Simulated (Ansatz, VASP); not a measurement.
# Two plane-wave programs on GeP4

```
CELL_PARAMETERS angstrom
4.53690 0.00000 0.00000
-2.26845 3.92907 0.00000
0.00000 0.00000 4.79893
ATOMIC_POSITIONS crystal
Ge 0.00000 0.00000 0.00000
P 0.33333 0.66667 0.00000
P 0.66667 0.33333 0.00000
P 0.33333 0.66667 0.50000
P 0.66667 0.33333 0.50000
```

Alike in both runs: functional PBE; k mesh 12 × 12 × 8; occupations gaussian, width 0.1 eV; no spin polarisation.

Ansatz relaxed the structure, and its values are those at the end. VASP's run is a single point on that final structure, the one shown.

|  | VASP | Ansatz |
| --- | --- | --- |
| version | VASP 6.6.1 | Ansatz 0.2.0 |
| potentials or method | VASP PAW PBE potentials, release 64 (Ge_d, P) | scalar-relativistic, plane waves, PAW |
| plane-wave cutoff (eV) | 520 | 420 |
| valence electrons in the cell | 34 | 34 |

Ansatz gave:

| Quantity | Value |
| --- | --- |
| gap on the k mesh at the Fermi level (eV) | none |
| pressure (GPa) | 0.0 |

Question: Which values does VASP return?

Answer: gap on the k mesh at the Fermi level (eV): none; pressure (GPa): -0.1.

A gap of «none» marks a metal or a gap that the smearing closes.
